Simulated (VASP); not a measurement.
VASP ran on this input.

### INCAR
```
GGA_COMPAT  =  .FALSE.
LNONCOLLINEAR  =  .TRUE.
LWAVE  =  .FALSE.
ENCUT  =  300
LCHARG  =  .FALSE.
ISMEAR  =  -1   # Fermi-Dirac
LREAL  =  .FALSE.   # projection in real space or not
LMAXMIX  =  4   # l cut-off of mixed one-centre charges
GGA  =  PE   # PBE
ALGO  =  Normal   # blocked Davidson
ISIF  =  2
MAGMOM  =  0.0 0.0 0.0 0.0 0.0 0.0
NELM  =  100
SIGMA  =  0.01   # width (eV)
SYSTEM  =  RbBr
LORBIT  =  11   # lm-projected
LASPH  =  .TRUE.
PREC  =  Accurate
LSORBIT  =  .TRUE.
EDIFF  =  1E-6
```

**POSCAR**
```
RbBr
1.0
  0.0000000000   3.4450000000   3.4450000000
  3.4450000000   0.0000000000   3.4450000000
  3.4450000000   3.4450000000   0.0000000000
Rb Br
1 1
Cart
 -0.0303952350  -0.0152200100  -0.0190956350
  3.4753952350   3.4602200100   3.4640956350
```

File KPOINTS:
```
Automatic mesh
0
gamma
 4 4 4
```

POTCAR, in this order: Rb_sv Br (PBE.64 set). Program: vasp_ncl.

Task: Translate this PBE+SOC calculation to Quantum ESPRESSO's pw.x.

Result: One equivalent input (not run):
```
&CONTROL
  calculation = 'scf'
  pseudo_dir = './pseudo'
  outdir = './out'
  tprnfor = .true.
  tstress = .true.
/
&SYSTEM
  ibrav = 0
  nat = 2
  ntyp = 2
  ecutwfc = 46
  occupations = 'smearing'
  smearing = 'fermi-dirac'
  degauss = 0.000735
  input_dft = 'pbe'
  noncolin = .true.
  lspinorb = .true.
/
&ELECTRONS
  conv_thr = 7.3e-08
  electron_maxstep = 100
/
ATOMIC_SPECIES
  Rb 85.468 Rb.upf
  Br 79.904 Br.upf
CELL_PARAMETERS angstrom
     0.0000000    3.4450000    3.4450000
     3.4450000    0.0000000    3.4450000
     3.4450000    3.4450000    0.0000000
ATOMIC_POSITIONS crystal
  Rb  -0.0005690 -0.0049740 -0.0038490
  Br   0.5005690  0.5049740  0.5038490
K_POINTS automatic
  4 4 4 0 0 0
```
What does not carry over: the potentials are each code's own (VASP's PAW set, PseudoDojo norm-conserving files, fully relativistic, in pw.x), so ENCUT and ecutwfc are chosen apart and not converted; conv_thr bounds pw.x's estimated SCF error, while EDIFF bounds the energy change between steps.

The structure is a typed RbBr crystal. The cell was not relaxed at this level, atoms are displaced from their ideal sites. The run is one of a series of settings (GGA_COMPAT = .FALSE., LNONCOLLINEAR = .TRUE., LSORBIT = .TRUE., MAGMOM = 0.0 0.0 0.0 0.0 0.0 0.0, program vasp_ncl against the base run), some of them coarse on purpose.
